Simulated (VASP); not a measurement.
Level of theory: PBEsol GGA, VASP's PBE PAW potentials (set 64) (plane waves; VASP 6.6.1).

A VASP calculation is set up with these files.

KPOINTS:
```
Automatic mesh
0
Gamma
6 6 6
0 0 0
```

POSCAR:
```
KI
1
   -0.0000000000     3.5097278778     3.5097278778
    3.5097278778    -0.0000000000     3.5097278778
    3.5097278778     3.5097278778     0.0000000000
K I
1 1
Direct
  0.0000000000   0.0000000000   0.0000000000
  0.5000000000   0.5000000000   0.5000000000
```

INCAR:
```
EDIFFG = -0.01   ! ionic stop
LREAL = .FALSE.
NELM = 100   ! most electronic steps
SIGMA = 0.05
LWAVE = .FALSE.
ENCUT = 480   ! plane-wave cut-off (eV)
SYSTEM = KI
EDIFF = 1E-6   ! SCF stop (eV)
LCHARG = .FALSE.
PREC = Accurate
ALGO = Normal
ISMEAR = 0   ! Gaussian
ISIF = 3
LMAXMIX = 4   ! l cut-off of mixed one-centre charges
NSW = 60
IBRION = 2
LASPH = .TRUE.
GGA = PS
```

POTCAR, in this order: K_sv I (PBE.64 set). Program: vasp_std.

The run wrote:

File OSZICAR:
```
       N       E                     dE             d eps       ncg     rms          rms(c)
DAV:   1     0.880638394255E+02    0.88064E+02   -0.62085E+03   384   0.105E+03
DAV:   2    -0.365146391791E+00   -0.88429E+02   -0.83231E+02   468   0.235E+02
DAV:   3    -0.567708406545E+01   -0.53119E+01   -0.52882E+01   504   0.547E+01
DAV:   4    -0.589802924481E+01   -0.22095E+00   -0.22080E+00   712   0.107E+01
DAV:   5    -0.589878491848E+01   -0.75567E-03   -0.75566E-03   488   0.664E-01    0.306E+00
DAV:   6    -0.581863493803E+01    0.80150E-01   -0.11086E-01   464   0.243E+00    0.220E+00
DAV:   7    -0.581180326701E+01    0.68317E-02   -0.12271E-01   456   0.219E+00    0.870E-01
DAV:   8    -0.581580632401E+01   -0.40031E-02   -0.16009E-02   488   0.107E+00    0.229E-01
DAV:   9    -0.581570683124E+01    0.99493E-04   -0.56941E-04   492   0.162E-01    0.995E-02
DAV:  10    -0.581599836411E+01   -0.29153E-03   -0.47718E-04   460   0.131E-01    0.816E-02
DAV:  11    -0.581599771032E+01    0.65379E-06   -0.47362E-05   472   0.434E-02    0.141E-02
DAV:  12    -0.581599873381E+01   -0.10235E-05   -0.47387E-06   488   0.217E-02    0.137E-02
DAV:  13    -0.581599928299E+01   -0.54918E-06   -0.78423E-07   348   0.961E-03
   1 F= -.58159993E+01 E0= -.58159993E+01  d E =-.581600E+01
```

File OUTCAR:
```
------------------------ aborting loop because EDIFF is reached ----------------------------------------
  FORCE on cell =-STRESS in cart. coord.  units (eV):
  Direction    XX          YY          ZZ          XY          YZ          ZX
  --------------------------------------------------------------------------------------
  Total       -0.0118183     -0.0118183     -0.0118183     -0.0000000     -0.0000000     -0.0000000
  in kB       -0.2189861     -0.2189861     -0.2189861     -0.0000000     -0.0000000     -0.0000000
  external PRESSURE =      -0.2189861 kB  Pullay stress =       0.0000000 kB
  volume of cell :       86.47
      direct lattice vectors                 reciprocal lattice vectors
     0.000000000  3.509727878  3.509727878    -0.142461187  0.142461187  0.142461187
     3.509727878  0.000000000  3.509727878     0.142461187 -0.142461187  0.142461187
     3.509727878  3.509727878  0.000000000     0.142461187  0.142461187 -0.142461187
  FREE ENERGIE OF THE ION-ELECTRON SYSTEM (eV)
  ---------------------------------------------------
  free  energy   TOTEN  =        -5.8159992830 eV

  energy  without entropy=       -5.8159992830  energy(sigma->0) =       -5.81599928

 reached required accuracy - stopping structural energy minimisation
```
(Selected blocks of OUTCAR.)

The compound is KI in the rock salt structure. It was relaxed first. The start is the result of an earlier pass.
